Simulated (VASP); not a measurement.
Output of a VASP run:

File OSZICAR:
```
       N       E                     dE             d eps       ncg     rms          rms(c)
DAV:   1     0.129817387893E+03    0.12982E+03   -0.66918E+03  2860   0.113E+03
DAV:   2     0.415142960868E+01   -0.12567E+03   -0.12255E+03  2996   0.307E+02
DAV:   3    -0.674297109985E+01   -0.10894E+02   -0.10783E+02  3668   0.112E+02
DAV:   4    -0.712963406232E+01   -0.38666E+00   -0.38585E+00  3336   0.245E+01
DAV:   5    -0.715337417960E+01   -0.23740E-01   -0.23738E-01  4492   0.504E+00    0.407E+00
DAV:   6    -0.706155219371E+01    0.91822E-01   -0.16390E-01  3936   0.696E+00    0.234E+00
DAV:   7    -0.705168536192E+01    0.98668E-02   -0.67821E-02  4360   0.241E+00    0.130E+00
DAV:   8    -0.705235410563E+01   -0.66874E-03   -0.30044E-03  3174   0.466E-01    0.487E-01
DAV:   9    -0.705314596329E+01   -0.79186E-03   -0.27013E-03  3448   0.719E-01    0.138E-01
DAV:  10    -0.705348514841E+01   -0.33919E-03   -0.36242E-04  3248   0.247E-01    0.480E-02
DAV:  11    -0.705362168683E+01   -0.13654E-03   -0.17047E-04  2988   0.765E-02    0.186E-02
DAV:  12    -0.705362846484E+01   -0.67780E-05   -0.11661E-05  3150   0.322E-02    0.153E-02
DAV:  13    -0.705362885021E+01   -0.38537E-06   -0.47704E-07  2114   0.839E-03
   1 F= -.70536289E+01 E0= -.70535901E+01  d E =-.774160E-04  mag=     0.0000    -0.0000     0.0000
       N       E                     dE             ncg
```

File OUTCAR:
```
------------------------ aborting loop because EDIFF is reached ----------------------------------------
  FORCE on cell =-STRESS in cart. coord.  units (eV):
  Direction    XX          YY          ZZ          XY          YZ          ZX
  --------------------------------------------------------------------------------------
  Total        0.0214425      0.0214425      0.0214425      0.0000000      0.0000000     -0.0000000
  in kB        0.4709326      0.4709326      0.4709326      0.0000000      0.0000000     -0.0000000
  external PRESSURE =       0.4709326 kB  Pullay stress =       0.0000000 kB
  volume of cell :       72.95
      direct lattice vectors                 reciprocal lattice vectors
     0.000000000  3.316390771  3.316390771    -0.150766310  0.150766310  0.150766310
     3.316390771  0.000000000  3.316390771     0.150766310 -0.150766310  0.150766310
     3.316390771  3.316390771  0.000000000     0.150766310  0.150766310 -0.150766310
  FREE ENERGIE OF THE ION-ELECTRON SYSTEM (eV)
  ---------------------------------------------------
  free  energy   TOTEN  =        -7.0536288502 eV

  energy  without entropy=       -7.0535514342  energy(sigma->0) =       -7.05359014

 Ion:    1  E_soc:     -0.0741750

 Ion:    2  E_soc:     -0.1332825
```
(Selected blocks of OUTCAR.)

### POSCAR
```
InSb
1
    0.0000000000     3.3163907709     3.3163907709
    3.3163907709     0.0000000000     3.3163907709
    3.3163907709     3.3163907709     0.0000000000
In Sb
1 1
Direct
  0.0000000000   0.0000000000   0.0000000000
  0.2500000000   0.2500000000   0.2500000000
```

Task: Write an INCAR and KPOINTS that could have produced this output.

Result: This is not unique; one that fits is the input of the run itself, PBE GGA with spin-orbit coupling, plane waves, VASP's PBE PAW potentials (set 64).

**KPOINTS_OPT**
```
k-points along high-symmetry lines
8
Line-mode
Reciprocal
  0.000000   0.000000   0.000000 ! GAMMA
 -0.500000  -0.500000   0.000000 ! X

 -0.500000  -0.500000   0.000000 ! X
 -0.375000  -0.375000   0.250000 ! U

 -0.375000  -0.000000   0.375000 ! K
  0.000000   0.000000   0.000000 ! GAMMA

  0.000000   0.000000   0.000000 ! GAMMA
  0.000000   0.000000   0.500000 ! L

  0.000000   0.000000   0.500000 ! L
 -0.500000  -0.250000   0.250000 ! W

 -0.500000  -0.250000   0.250000 ! W
 -0.500000  -0.500000   0.000000 ! X
```

**INCAR**
```
ALGO = Normal
EDIFF = 1E-6
ENCUT = 400
GGA = PE
GGA_COMPAT = F
ISMEAR = 0
LASPH = T
LCHARG = F
LMAXMIX = 4
LREAL = F
LSORBIT = T
LWAVE = F
MAGMOM = 0 0 0 0 0 0
NELM = 100
PREC = Accurate
SIGMA = 0.05
SYSTEM = InSb
```

KPOINTS:
```
Automatic mesh
0
Gamma
9 9 9
0 0 0
```

POTCAR, in this order: In_d Sb (PBE.64 set). Program: vasp_ncl.

The compound is InSb in the zinc blende structure. It was relaxed first, which changed the volume by +7 %.
